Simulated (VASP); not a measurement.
Wanted: the native input for a VASP 6.6.1 run.

```yaml
Task: relaxation of the atoms
Functional: r2SCAN
Potentials_or_basis: VASP PAW PBE potentials, release 64 (Mg, O)
Cutoff: 600 eV
k_mesh: 12 × 12 × 12
Occupations: gaussian, width 0.03 eV
Spin: no spin polarisation
Further_INCAR_settings: ALGO = Normal; EDIFF = 1e-07; IBRION = 2; EDIFFG = -0.01; NSW = 40
```

The structure of MgO (Periclase) lies in POSCAR:

```
MgO                                     
1.0
    0.0000000000      2.1375323269      2.1375323269
    2.1375323269      0.0000000000      2.1375323269
    2.1375323269      2.1375323269      0.0000000000
  Mg              O             
     1     1
Direct
     0.0000000000000000    0.0000000000000000    0.0000000000000000
     0.5000000000000000    0.5000000000000000    0.5000000000000000
```

The cell isn't the ideal one: a relaxed cell with its volume scaled by 1.06.

These files were run (other wordings do the same):

INCAR

```
ALGO     = Normal         # electronic algorithm
EDIFF    = 1E-7           # SCF threshold, eV
EDIFFG   = -0.01          # ionic threshold
ENCUT    = 600            # plane-wave cutoff, eV
IBRION   = 2              # ionic algorithm
ISIF     = 2              # what is computed and relaxed
ISMEAR   = 0              # smearing method
LASPH    = T              # aspherical terms in the spheres
LCHARG   = F              # write CHGCAR
LMIXTAU  = T            
LREAL    = F              # projectors in reciprocal space
LWAVE    = F              # write WAVECAR
METAGGA  = R2SCAN         # meta-GGA
NELM     = 80             # most SCF steps
NSW      = 40             # ionic steps
PREC     = Accurate       # precision mode
SIGMA    = 0.03           # smearing width, eV
```

KPOINTS

```
k-points
0
Gamma
  12 12 12
```

Potentials or basis: VASP PAW PBE potentials, release 64 (Mg, O).

Command:

```sh
$ cat potpaw_PBE.64/Mg/POTCAR potpaw_PBE.64/O/POTCAR > POTCAR
$ mpirun -np 1 vasp_std > vasp.out
```

Results of the run:

```yaml
Pressure_after_relaxing: -8.8 GPa
Band_gap_on_the_k_mesh: 5.17 eV, direct
```

Caveat: the relaxation stopped at its first step, so nothing moved; the PAW data sets were made with another functional, which shifts forces and pressure a little.

It took 3.1 min on 1 thread of AMD EPYC 7R43 64-Core Processor (Zen 3), with other jobs on the host, peak memory 0.12 GiB.
